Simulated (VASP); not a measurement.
Write the native input for VASP 6.6.1 that does the following.

```
Task                   : single point
Functional             : PBE
Potentials or basis    : VASP PAW PBE potentials, release 64 (Ca_sv, C)
Cutoff                 : 520 eV
k mesh                 : 9 × 9 × 9
Occupations            : fermi-dirac, width 0.05 eV
Spin                   : no spin polarisation
Further INCAR settings : ALGO = Normal; EDIFF = 1e-07; NBANDS = 14
```

The structure of CaC lies in POSCAR:

```
CaC
1.0
    3.1198700000      0.0000000000      0.0000000000
    0.0000000000      3.1198700000      0.0000000000
    0.0000000000      0.0000000000      3.1198700000
Ca C
1 1
Direct
    0.0000000000      0.0000000000      0.0000000000
    0.5000000000      0.5000000000      0.5000000000
```

The cell was built by a generator and needn't be a form met in nature.

The input as run:

INCAR

```
SYSTEM = CaC
  PREC = Accurate
  ENCUT = 520
  EDIFF = 1E-7
  ISMEAR = -1
  SIGMA = 0.05
  LREAL = .False.
  LASPH = .True.
  NELM = 100
  ALGO = Normal
  ISIF = 2
  LWAVE = .False.
  LCHARG = .False.
  GGA = PE
  NBANDS = 14
```

KPOINTS

```
Automatic mesh
0
Gamma
  9 9 9
  0 0 0
```

Potentials or basis: VASP PAW PBE potentials, release 64 (Ca_sv, C).

Run with:

```console
$ cat potpaw_PBE.64/Ca_sv/POTCAR potpaw_PBE.64/C/POTCAR > POTCAR
$ mpirun -np 1 vasp_std > vasp.out
```

It gave:

```yaml
Pressure: 0.7 GPa
Band_gap_on_the_k_mesh: none (metal or under the smearing width)
```

Wall time 6.3 s on 1 thread of Intel(R) Xeon(R) Platinum 8375C CPU @ 2.90GHz (Ice Lake) (shared host), peak memory 0.14 GiB.
